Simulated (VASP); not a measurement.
Be4TeSe3: relaxation of cell and atoms with PBE

The system is Be4TeSe3.

```
Be Te Se
1.0
    -2.65431    2.65431    5.30197
     2.65431   -2.65431    5.30197
     2.65431    2.65431   -5.30197
Be Te Se
4 1 3
Direct
  0.86664 0.39339 0.00000
  0.39339 0.86664 0.00000
  0.13336 0.13336 0.52674
  0.60661 0.60661 0.47326
  0.00000 0.00000 0.00000
  0.25000 0.75000 0.50000
  0.75000 0.25000 0.50000
  0.50000 0.50000 0.00000
```

The cell was built by a generator and needn't be a form met in nature.

```json
{"Program": "VASP 6.6.1", "Task": "relaxation of cell and atoms", "Functional": "PBE", "Potentials or basis": "VASP PAW PBE potentials, release 64 (Be, Te, Se)", "Cutoff": "520 eV", "k mesh": "6 × 6 × 6", "Occupations": "gaussian, width 0.03 eV", "Spin": "no spin polarisation", "Further INCAR settings": "ALGO = Normal; EDIFF = 1e-07; IBRION = 2; POTIM = 0.3; EDIFFG = -0.005; NSW = 60; ISIF = 3"}
```

```yaml
Relaxed_volume: 18.67 Å³/atom
Relaxed_cell: a = 6.496 Å, b = 6.496 Å, c = 6.496 Å, α = 131.77°, β = 131.77°, γ = 70.60°
Space_group_after_relaxing_to_0.05_Å: I-42m (No. 121)
Energy_gained_by_relaxing: 0.0 meV/atom
Ionic_steps: 2
Pressure_after_relaxing: 0.0 GPa
Largest_force_after_relaxing: 0.004 eV/Å
Band_gap_on_the_k_mesh: 2.33 eV, direct
```

Forces on the atoms (eV/Å):
```
Be  -0.001  0.001 -0.003
Be   0.001 -0.001 -0.003
Be  -0.001 -0.001  0.003
Be   0.001  0.001  0.003
Te   0.000  0.000  0.000
Se   0.000  0.000  0.000
Se   0.000  0.000  0.000
Se   0.000  0.000  0.000
```

Final structure:
```yaml
crystal:
  lattice:
    - [-2.65414, 2.65414, 5.30141]
    - [2.65414, -2.65414, 5.30141]
    - [2.65414, 2.65414, -5.30141]
  atoms:
    - { symbol: Be, position: [0.86664, 0.39337, 0.00000] }
    - { symbol: Be, position: [0.39337, 0.86664, 0.00000] }
    - { symbol: Be, position: [0.13336, 0.13336, 0.52672] }
    - { symbol: Be, position: [0.60663, 0.60663, 0.47328] }
    - { symbol: Te, position: [0.00000, 0.00000, 0.00000] }
    - { symbol: Se, position: [0.25000, 0.75000, 0.50000] }
    - { symbol: Se, position: [0.75000, 0.25000, 0.50000] }
    - { symbol: Se, position: [0.50000, 0.50000, 0.00000] }
```

Levels at points of the mesh, in eV from the valence-band top:
| k point | band 14 | band 15 | band 16 | band 17 | band 18 | band 19 |
| --- | --- | --- | --- | --- | --- | --- |
| (0.00, 0.00, 0.00) | -0.02 | 0.00 | 0.00 | 2.33 | 3.70 | 4.04 |
| (0.50, 0.00, 0.00) | -1.89 | -1.51 | -0.84 | 4.19 | 4.58 | 4.90 |
| (0.50, 0.50, 0.00) | -0.97 | -0.71 | -0.57 | 3.57 | 3.98 | 4.44 |
| (0.50, 0.50, 0.50) | -1.97 | -1.21 | -1.21 | 2.35 | 2.49 | 3.24 |

Run time: 36 s on 4 MPI ranks on AMD EPYC 9R45 96-Core Processor (Zen 5) (shared host), peak memory 0.37 GiB a rank.

Caveat: spin-orbit coupling is left out, which moves the levels of the heavy elements. A k mesh can miss the band edges.
